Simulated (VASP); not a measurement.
# CrInF3 (Pm-3m) in VASP: further runs

Aim: see how the results for CrInF3 move with the level of theory and the settings. Levels: PBE, LDA. Tasks: relaxation of cell and atoms.

All numbers are computed with VASP 6.6.1; they aren't measurements. Logs are shortened: lines on timing, memory, paths and dates and some standing lists are left out, and cuts for length are marked.

**1. The structure**

The structure is cubic, space group Pm-3m (No. 221). The conventional cell has a = 3.911 Å, b = 3.911 Å, c = 3.911 Å, α = 90.00°, β = 90.00°, γ = 90.00°. Around Cr (site symmetry m-3m) lie 6 F at 1.96 Å. In (site symmetry m-3m) has 12 F at 2.77 Å as nearest neighbours. F (site symmetry 4/mmm) is surrounded by 2 Cr at 1.96 Å.

The cell was built by a generator and needn't be a form met in nature.

**2. Relaxation of cell and atoms, PBE, collinear spin, ferromagnetic start**

INCAR

```
SYSTEM = CrInF3
  PREC = Accurate
  ENCUT = 600
  EDIFF = 1E-6
  ISMEAR = 0
  SIGMA = 0.05
  LREAL = .FALSE.
  LASPH = .TRUE.
  NELM = 100
  ALGO = Fast
  ISIF = 3
  LWAVE = .FALSE.
  LCHARG = .FALSE.
  ISPIN = 2
  MAGMOM = 3 0 0 0 0
  LORBIT = 11
  LMAXMIX = 4
  GGA = PE
  IBRION = 2
  NSW = 60
  EDIFFG = -0.005
```

KPOINTS

```
Automatic mesh
0
G
  7 7 7
  0 0 0
```

POSCAR

```
CrInF3
1.0
    3.9108483800      0.0000000000      0.0000000000
    0.0000000000      3.9108483800      0.0000000000
    0.0000000000      0.0000000000      3.9108483800
Cr In F
1 1 3
Direct
    0.5000000000      0.5000000000      0.5000000000
    0.0000000000      0.0000000000      0.0000000000
    0.5000000000      0.5000000000      0.0000000000
    0.0000000000      0.5000000000      0.5000000000
    0.5000000000      0.0000000000      0.5000000000
```

Potentials or basis: VASP PAW PBE potentials, release 64 (Cr_pv, In_d, F).

Run with:

```console
$ cat potpaw_PBE.64/Cr_pv/POTCAR potpaw_PBE.64/In_d/POTCAR potpaw_PBE.64/F/POTCAR > POTCAR
$ mpirun -np 1 vasp_std > vasp.out
```

OUTCAR:

```text
SYSTEM = CrInF3
   PREC = Accurate
   ENCUT = 600
   EDIFF = 1E-6
   ISMEAR = 0
   LREAL = .FALSE.
   LASPH = .TRUE.
   NELM = 100
   ISIF = 3
   ISPIN = 2
   LORBIT = 11
   GGA = PE
   IBRION = 2
   NSW = 60
   EDIFFG = -0.005

 ion  position               nearest neighbor table
   1  0.500  0.500  0.500-   3 1.96   4 1.96   5 1.96   3 1.96   5 1.96   4 1.96   2 3.39   2 3.39
                             2 3.39   2 3.39   2 3.39   2 3.39   2 3.39   2 3.39
   2  0.000  0.000  0.000-   3 2.77   4 2.77   5 2.77   4 2.77   5 2.77   3 2.77   4 2.77   4 2.77
                             3 2.77   5 2.77   5 2.77   3 2.77   1 3.39   1 3.39   1 3.39   1 3.39
   3  0.500  0.500  0.000-   1 1.96   1 1.96   2 2.77   2 2.77   2 2.77   2 2.77
   4  0.000  0.500  0.500-   1 1.96   1 1.96   2 2.77   2 2.77   2 2.77   2 2.77
   5  0.500  0.000  0.500-   1 1.96   1 1.96   2 2.77   2 2.77   2 2.77   2 2.77

  LATTYP: Found a simple cubic cell.
 ALAT       =     3.9108483800

  Lattice vectors:

 A1 = (   3.9108483800,   0.0000000000,   0.0000000000)
 A2 = (   0.0000000000,   3.9108483800,   0.0000000000)
 A3 = (   0.0000000000,   0.0000000000,   3.9108483800)

Analysis of symmetry for initial positions (statically):
=====================================================================
 Subroutine PRICEL returns:
 Original cell was already a primitive cell.

 Routine SETGRP: Setting up the symmetry group for a
 simple cubic supercell.

 Subroutine GETGRP returns: Found 48 space group operations
 (whereof 48 operations were pure point group operations)
 out of a pool of 48 trial point group operations.

The static configuration has the point symmetry O_h .

Analysis of symmetry for dynamics (positions and initial velocities):
=====================================================================
 Subroutine PRICEL returns:
 Original cell was already a primitive cell.

 Routine SETGRP: Setting up the symmetry group for a
 simple cubic supercell.

 Subroutine GETGRP returns: Found 48 space group operations
 (whereof 48 operations were pure point group operations)
 out of a pool of 48 trial point group operations.

The dynamic configuration has the point symmetry O_h .

Analysis of structural, dynamic, and magnetic symmetry:
=====================================================================
 Subroutine PRICEL returns:
 Original cell was already a primitive cell.

 Routine SETGRP: Setting up the symmetry group for a
 simple cubic supercell.

 Subroutine GETGRP returns: Found 48 space group operations
 (whereof 48 operations were pure point group operations)
 out of a pool of 48 trial point group operations.

The overall configuration has the point symmetry O_h .

 Subroutine INISYM returns: Found 48 space group operations
 (whereof 48 operations are pure point group operations),
 and found     1 'primitive' translations

----------------------------------------------------------------------------------------

                                     Primitive cell

  volume of cell :      59.8154

  direct lattice vectors                    reciprocal lattice vectors
     3.910848380  0.000000000  0.000000000     0.255698995  0.000000000  0.000000000
     0.000000000  3.910848380  0.000000000     0.000000000  0.255698995  0.000000000
     0.000000000  0.000000000  3.910848380     0.000000000  0.000000000  0.255698995

  length of vectors
     3.910848380  3.910848380  3.910848380     0.255698995  0.255698995  0.255698995

  position of ions in fractional coordinates (direct lattice)
     0.500000000  0.500000000  0.500000000
     0.000000000  0.000000000  0.000000000
     0.500000000  0.500000000  0.000000000
     0.000000000  0.500000000  0.500000000
     0.500000000  0.000000000  0.500000000

  ion indices of the primitive-cell ions
   primitive index   ion index
                 1           1
                 2           2
                 3           3
                 4           4
                 5           5

----------------------------------------------------------------------------------------

 KPOINTS: Automatic mesh

Automatic generation of k-mesh.
 Grid dimensions read from file:
 generate k-points for:    7    7    7

 Generating k-lattice:

  Cartesian coordinates                     Fractional coordinates (reciprocal lattice)
     0.036528428  0.000000000  0.000000000     0.142857143  0.000000000  0.000000000
     0.000000000  0.036528428  0.000000000     0.000000000  0.142857143  0.000000000
     0.000000000  0.000000000  0.036528428     0.000000000  0.000000000  0.142857143

  Length of vectors
     0.036528428  0.036528428  0.036528428

  Shift w.r.t. Gamma in fractional coordinates (k-lattice)
     0.000000000  0.000000000  0.000000000

 Subroutine IBZKPT returns following result:
 ===========================================

 Found     20 irreducible k-points:

 Following reciprocal coordinates:
            Coordinates               Weight
  0.000000  0.000000  0.000000      1.000000
  0.142857  0.000000  0.000000      6.000000
  0.285714  0.000000  0.000000      6.000000
  0.428571  0.000000  0.000000      6.000000
  0.142857  0.142857  0.000000     12.000000
  0.285714  0.142857  0.000000     24.000000
[... 12 lines left out ...]
  0.428571  0.428571  0.285714     24.000000
  0.428571  0.428571  0.428571      8.000000
   k-points           NKPTS =     20   k-points in BZ     NKDIM =     20   number of bands    NBANDS=     29
   number of dos      NEDOS =    301   number of ions     NIONS =      5
   total plane-waves  NPLWV =  32768
   dimension x,y,z NGX =    32 NGY =   32 NGZ =   32
   dimension x,y,z NGXF=    64 NGYF=   64 NGZF=   64
   ions per type =               1   1   3
   NGX,Y,Z   is equivalent  to a cutoff of  13.60, 13.60, 13.60 a.u.
   NGXF,Y,Z  is equivalent  to a cutoff of  27.21, 27.21, 27.21 a.u.
 SYSTEM =  CrInF3
   PREC   = accura    normal or accurate (medium, high low for compatibility)
   ISTART =      0    job   : 0-new  1-cont  2-samecut
   ICHARG =      2    charge: 1-file 2-atom 10-const
   ISPIN  =      2    spin polarized calculation?
   LNONCOLLINEAR =      F non collinear calculations
   LSORBIT =      F    spin-orbit coupling
   LASPH  =      T    aspherical Exc in radial PAW
   ENCUT  =  600.0 eV  44.10 Ry    6.64 a.u.   7.81  7.81  7.81*2*pi/ulx,y,z
   NELM   =    100;   NELMIN=  2; NELMDL= -5     # of ELM steps
   EDIFF  = 0.1E-05   stopping-criterion for ELM
   LREAL  =      F    real-space projection
   EDIFFG = -.5E-02   stopping-criterion for IOM
   NSW    =     60    number of steps for IOM
   IBRION =      2    ionic relax: 0-MD 1-quasi-New 2-CG
   NFREE  =      1    steps in history (QN), initial steepest desc. (CG)
   ISIF   =      3    stress and relaxation
   ISYM   =      2    0-nonsym 1-usesym 2-fastsym
   POTIM  = 0.5000    time-step for ionic-motion
   TEBEG  =    0.0;   TEEND  =   0.0 temperature during run
   PSTRESS=    0.0 pullay stress
   NELECT =      46.0000    total number of electrons
   NUPDOWN=      -1.0000    fix difference up-down
   EMIN   =  10.00;   EMAX   =-10.00  energy-range for DOS
   EFERMI =   0.00;   METHOD = LEGACY
   ISMEAR =     0;   SIGMA  =   0.05  broadening in eV -4-tet -1-fermi 0-gaus
   EFERMI_NEDOS =   21; number of points for ismear=-14 and -15
   IALGO  =     68    algorithm
   IMIX   =      4    mixing-type and parameters
     AMIX     =   0.40;   BMIX     =  1.00
     AMIX_MAG =   1.60;   BMIX_MAG =  1.00
  volume/ion in A,a.u.               =      11.96        80.73
  Fermi-wavevector in a.u.,A,eV,Ry     =   1.499880  2.834362 30.608203  2.249639
  Thomas-Fermi vector in A             =   2.611452
   LORBIT       =     11    0 simple, 1 ext, 2 COOP (PROOUT), +10 PAW based schemes
   GGA     = PE    functional components
   LHFCALC =     F    Hartree Fock is set to
   AEXX    =    0.0000 exact exchange contribution
   IVDW    =     0    specifies the selected vdW correction
   LEPSILON=     F    determine dielectric tensor
   LRPA    =     F    only Hartree local field effects (RPA)
 conjugate gradient relaxation of ions
 spin polarized calculation
 RMM-DIIS sequential band-by-band and
 Gauss-broadening in eV      SIGMA  =   0.05
  energy-cutoff  :      600.00
  volume of cell :       59.82
 maximum number of plane-waves:      2009
 NGX is ok and might be reduce to    32
   NGX = 15   NGY = 15   NGZ = 15

--------------------------------------- Ionic step        1  -------------------------------------------

 number of electron      45.9999960 magnetization       3.9800456

 Free energy of the ion-electron system (eV)
  ---------------------------------------------------
  ext. energy  EPLUGINS =         0.00000000
  ---------------------------------------------------
  free energy    TOTEN  =       -26.19360922 eV

  energy without entropy =      -26.19112815  energy(sigma->0) =      -26.19236869

 E-fermi :   8.7477     XC(G=0): -11.2145

 val. band max:        8.7409481151   @ k =   0.4286   0.0000   0.0000
 cond. band min:       8.7503978326   @ k =   0.4286   0.4286   0.1429
 fundamental gap:      0.0094497175
 Fermi energy:         8.7476832365

 spin component 1

 k-point     1 :       0.0000    0.0000    0.0000
  band No.  band energies     occupation
      1     -36.4789      1.00000
      2     -36.4789      1.00000
      3     -36.4789      1.00000
      4     -18.5736      1.00000
      5     -17.8872      1.00000
      6     -17.8872      1.00000
[... 2678 lines left out ...]
  energy  without entropy=      -27.4112773891  energy(sigma->0) =      -27.41252213

--------------------------------------- Ionic step        4  -------------------------------------------

 number of electron      45.9999995 magnetization       4.0000004

 Free energy of the ion-electron system (eV)
  ---------------------------------------------------
  ext. energy  EPLUGINS =         0.00000000
  ---------------------------------------------------
  free energy    TOTEN  =       -27.41419572 eV

  energy without entropy =      -27.41168409  energy(sigma->0) =      -27.41293990

 E-fermi :   5.3385     XC(G=0):  -9.9029

 val. band max:        5.3226297625   @ k =   0.4286   0.1429   0.0000
 cond. band min:       5.3408747908   @ k =   0.2857   0.1429   0.0000
 fundamental gap:      0.0182450283
 Fermi energy:         5.3385064260

 spin component 1

 k-point     1 :       0.0000    0.0000    0.0000
  band No.  band energies     occupation
      1     -39.2641      1.00000
      2     -39.2641      1.00000
      3     -39.2641      1.00000
      4     -19.6552      1.00000
      5     -19.2511      1.00000
      6     -19.2511      1.00000
[... 1304 lines left out ...]
  FREE ENERGIE OF THE ION-ELECTRON SYSTEM (eV)
  ---------------------------------------------------
  free  energy   TOTEN  =       -27.4141957198 eV

  energy  without entropy=      -27.4116840875  energy(sigma->0) =      -27.41293990

 reached required accuracy - stopping structural energy minimisation

 total charge

# of ion       s       p       d       tot
------------------------------------------
    1        0.162   6.145   4.090  10.397
    2        1.235   0.097   9.853  11.184
    3        1.741   4.332   0.000   6.073
    4        1.741   4.332   0.000   6.073
    5        1.741   4.332   0.000   6.073
--------------------------------------------------
tot          6.620  19.238  13.943  39.801

 magnetization (x)

# of ion       s       p       d       tot
------------------------------------------
    1        0.028   0.020   3.645   3.693
    2       -0.001   0.008   0.001   0.008
    3        0.006   0.008   0.000   0.014
    4        0.006   0.008   0.000   0.014
    5        0.006   0.008   0.000   0.014
--------------------------------------------------
tot          0.044   0.054   3.646   3.743
```

Run time: 2.8 min. Hardware: 1 thread of AMD EPYC 9R45 (Zen 5), shared host; peak memory 0.22 GiB.

Results:

```yaml
Free_energy: -27.4142 eV
Relaxed_volume: 15.24 Å³/atom
Relaxed_cell: a = 4.239 Å, b = 4.239 Å, c = 4.239 Å, α = 90.00°, β = 90.00°, γ = 90.00°
Space_group_after_relaxing_to_0.05_Å: Pm-3m (No. 221)
Energy_gained_by_relaxing: 244.1 meV/atom
Ionic_steps: 4
Pressure_after_relaxing: 0.0 GPa
Band_gap_on_the_k_mesh: none (metal or under the smearing width)
Net_moment: 4.00 μB per cell
Site_moments: Cr +3.69; In +0.01; F +0.01 μB
Valence_electrons_inside_the_program's_atomic_spheres: Cr 10.40; In 11.18; F 6.07
```

Step by step:
```
step  energy change (eV)  largest force (eV/Å)  pressure (GPa)  volume (Å³)
   1              0.0000                0.0000           29.78        59.82
   2             -1.1520                0.0000           -4.17        81.20
   3             -1.2202                0.0000            0.37        75.78
   4             -1.2206                0.0000            0.04        76.19
```

Final structure:
```
Cr In F
1.0
     4.23926    0.00000    0.00000
     0.00000    4.23926    0.00000
     0.00000    0.00000    4.23926
Cr In F
1 1 3
Direct
  0.50000 0.50000 0.50000
  0.00000 0.00000 0.00000
  0.50000 0.50000 0.00000
  0.00000 0.50000 0.50000
  0.50000 0.00000 0.50000
```

Levels at points of the mesh, in eV from the Fermi level:
Spin up:
```tsv
k point	band 21	band 22	band 23	band 24	band 25	band 26	band 27	band 28	band 29
(0.00, 0.00, 0.00)	-5.22	-1.76	-1.76	-1.76	-0.69	-0.69	4.32	4.32	4.32
```
Spin down:
```csv
k point,band 18,band 19,band 20,band 21,band 22,band 23,band 24,band 25
"(0.00, 0.00, 0.00)",-5.69,-5.69,-5.69,-5.18,1.87,1.87,1.87,2.29
```

Caveat: the volume moved by over 15 % at a fixed basis, so the end points are rough; a cell with one magnetic atom can't hold antiferromagnetic order, which such compounds often take; semilocal functionals often make such compounds metallic where correlation or magnetic order opens a gap, which also shifts bond lengths. With open d or f shells a metallic result of PBE can be an artefact of self-interaction; +U or a hybrid may open a gap.

**3. Relaxation of cell and atoms, LDA, collinear spin, ferromagnetic start**

INCAR

```
SYSTEM = CrInF3
PREC     = Accurate       ! precision mode
ENCUT    = 600            ! plane-wave cutoff, eV
EDIFF    = 1E-6           ! SCF threshold, eV
ISMEAR   = 0              ! smearing method
SIGMA    = 0.05           ! smearing width, eV
LREAL    = .FALSE.        ! projectors in reciprocal space
LASPH    = .TRUE.         ! aspherical terms in the spheres
NELM     = 120            ! most SCF steps
ALGO     = Normal         ! electronic algorithm
ISIF     = 3              ! what is computed and relaxed
LWAVE    = .FALSE.        ! write WAVECAR
LCHARG   = .FALSE.        ! write CHGCAR
ISPIN    = 2              ! spin polarisation
MAGMOM   = 3 0 0 0 0      ! initial moments
LORBIT   = 11             ! projections on sites
LMAXMIX  = 4              ! l up to which the mixer works
GGA      = CA             ! functional
IBRION   = 2              ! ionic algorithm
NSW      = 40             ! ionic steps
EDIFFG   = -0.02          ! ionic threshold
```

KPOINTS is that of step 2.

POSCAR is that of step 2.

Potentials or basis: VASP PAW LDA potentials, release 64 (Cr_pv, In_d, F).

Run with:

```console
$ cat potpaw_LDA.64/Cr_pv/POTCAR potpaw_LDA.64/In_d/POTCAR potpaw_LDA.64/F/POTCAR > POTCAR
$ mpirun -np 1 vasp_std > vasp.out
```

Run time: 1.7 min. Hardware: 1 thread of AMD EPYC 9R45 (Zen 5), shared host; peak memory 0.18 GiB.

It converged, with:

| Property | Result |
| --- | --- |
| Free energy | -30.0219 eV |
| Relaxed volume | 13.67 Å³/atom |
| Relaxed cell | a = 4.088 Å, b = 4.088 Å, c = 4.088 Å, α = 90.00°, β = 90.00°, γ = 90.00° |
| Space group after relaxing (to 0.05 Å) | Pm-3m (No. 221) |
| Energy gained by relaxing | 81.6 meV/atom |
| Ionic steps | 3 |
| Pressure after relaxing | 0.0 GPa |
| Band gap on the k mesh | none (metal or under the smearing width) |
| Net moment | 4.00 μB per cell |
| Site moments | Cr +3.61; In +0.02; F +0.03 μB |
| Valence electrons inside the program's atomic spheres | Cr 10.55; In 11.22; F 6.05 |

Step by step:
```tsv
step	energy change (eV)	largest force (eV/Å)	pressure (GPa)	volume (Å³)
1	0.0000	0.0000	17.24	59.82
2	-0.3654	0.0000	-4.01	71.67
3	-0.4081	0.0000	0.04	68.33
```

Final structure:
```
Cr In F
1.0
     4.08824    0.00000    0.00000
     0.00000    4.08824    0.00000
     0.00000    0.00000    4.08824
Cr In F
1 1 3
Direct
  0.50000 0.50000 0.50000
  0.00000 0.00000 0.00000
  0.50000 0.50000 0.00000
  0.00000 0.50000 0.50000
  0.50000 0.00000 0.50000
```

Levels at points of the mesh, in eV from the Fermi level:
Spin up:
```tsv
k point	band 22	band 23	band 24	band 25	band 26	band 27	band 28	band 29
(0.00, 0.00, 0.00)	-1.89	-1.89	-1.89	-0.79	-0.79	3.57	4.38	4.38
```
Spin down:
```
           k point  band 18  band 19  band 20  band 21  band 22  band 23  band 24  band 25
(0.00, 0.00, 0.00)    -6.38    -6.38    -6.38    -5.63     1.07     1.07     1.07     1.95
```

Caveat: a cell with one magnetic atom can't hold antiferromagnetic order, which such compounds often take; semilocal functionals often make such compounds metallic where correlation or magnetic order opens a gap, which also shifts bond lengths. With open d or f shells a metallic result of LDA can be an artefact of self-interaction; +U or a hybrid may open a gap.

**4. For comparison**

An earlier run on the cell as given: functional PBE; potentials or basis VASP PAW PBE potentials, release 64 (Cr_pv, In_d, F); cutoff 520 eV; k mesh 7 × 7 × 7; occupations fermi-dirac, width 0.05 eV; collinear spin, ferromagnetic start; starting moments [3.0, 0.0, 0.0, 0.0, 0.0] μB.

* Pressure: 29.9 GPa
* Band gap on the k mesh: none (metal or under the smearing width)
* Net moment: 3.98 μB per cell
* Site moments: Cr +3.60; In +0.03; F +0.04 μB
* Valence electrons inside the program's atomic spheres: Cr 10.75; In 11.31; F 6.13

**5. The runs side by side**

```tsv
task	level	potentials or basis	cell	cutoff (eV)	smearing	gap on the mesh (eV)	pressure (GPa)	moment (μB)	relaxed volume (Å³/atom)
relaxation of cell and atoms	PBE	VASP PAW PBE potentials, release 64 (Cr_pv, In_d, F)	relaxed	600	gaussian 0.05 eV	none	0.0	4.00	15.24
relaxation of cell and atoms	LDA	VASP PAW LDA potentials, release 64 (Cr_pv, In_d, F)	relaxed	600	gaussian 0.05 eV	none	0.0	4.00	13.67
single point	PBE	VASP PAW PBE potentials, release 64 (Cr_pv, In_d, F)	as given	520	fermi-dirac 0.05 eV	none	29.9	3.98	-
```

Alike in all rows: spin collinear, ferromagnetic start; k mesh 7 × 7 × 7.

Caveats: a cell with one magnetic atom can't hold antiferromagnetic order, which such compounds often take; semilocal functionals often make such compounds metallic where correlation or magnetic order opens a gap, which also shifts bond lengths; the volume moved by over 15 % at a fixed basis, so the end points are rough (some runs); a pressure of tens of GPa on the cell as given is suspect, and the run, the potentials or the cell itself is likely at fault (some runs).

Absolute energies hang on the potentials; compare differences alone.
